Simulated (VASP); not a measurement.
**ZnSe: single point with HSE06**

**The experiment to reproduce.**

“Alloy Disordering Effects on the Thermal Conductivity and Energy Gap Temperature Dependence of Cd1−xZnxSe Ternary Crystals Grown by the Bridgman Method”, 2023, pmc:10253836 reports, for a bulk crystal of ZnSe at 300 K: band gap 2.695 ± 0.003 eV (an exciton energy, a little under the gap).

ZnSe:

```
Zn Se
1.0
     0.00000    2.82024    2.82024
     2.82024    0.00000    2.82024
     2.82024    2.82024    0.00000
Zn Se
1 1
Direct
  0.00000 0.00000 0.00000
  0.25000 0.25000 0.25000
```

The cell is a database's computed one.

```
Program                            : VASP 6.6.1
Task                               : single point
Functional                         : HSE06
Potentials or basis                : VASP PAW PBE potentials, release 64 (Zn, Se)
Cutoff                             : 520 eV
k mesh                             : 6 × 6 × 6
Occupations                        : gaussian, width 0.02 eV
Spin                               : no spin polarisation
Grid for exact exchange (PRECFOCK) : Fast
Screening parameter                : 0.2 1/A
Further INCAR settings             : ALGO = Normal; EDIFF = 1e-06; NBANDS = 16
```

```
Pressure               : 2.1 GPa
Band gap on the k mesh : 2.49 eV, direct
```

Levels at points of the mesh, in eV from the valence-band top:
```tsv
k point	band 5	band 6	band 7	band 8	band 9	band 10	band 11	band 12	band 13	band 14
(0.00, 0.00, 0.00)	-7.89	-7.89	0.00	0.00	0.00	2.49	6.96	6.96	6.96	11.38
(0.50, 0.00, 0.00)	-7.87	-7.69	-5.64	-0.94	-0.94	3.70	7.51	7.51	9.80	12.44
(0.50, 0.50, 0.00)	-7.84	-7.65	-5.21	-2.37	-2.37	3.84	4.52	12.31	12.94	12.94
```

Wall time 19 min on 1 thread of Intel(R) Xeon(R) Platinum 8488C (Sapphire Rapids), with other jobs on the host, peak memory 0.29 GiB.

A measured gap of ZnSe is 2.695 eV (an exciton energy, a little under the gap; 300 K; “Alloy Disordering Effects on the Thermal Conductivity and Energy Gap Temperature Dependence of Cd1−xZnxSe Ternary Crystals Grown by the Bridgman Method”, 2023, pmc:10253836); the calculated 2.49 eV misses it by -0.21 eV. Spin-orbit coupling on Se is left out. The value is that of HSE06, without temperature or zero-point motion. The cell is a database's relaxed one, not the measured one, which moves gaps too.

Caveat: the PAW data sets were made with another functional, which shifts forces and pressure a little.
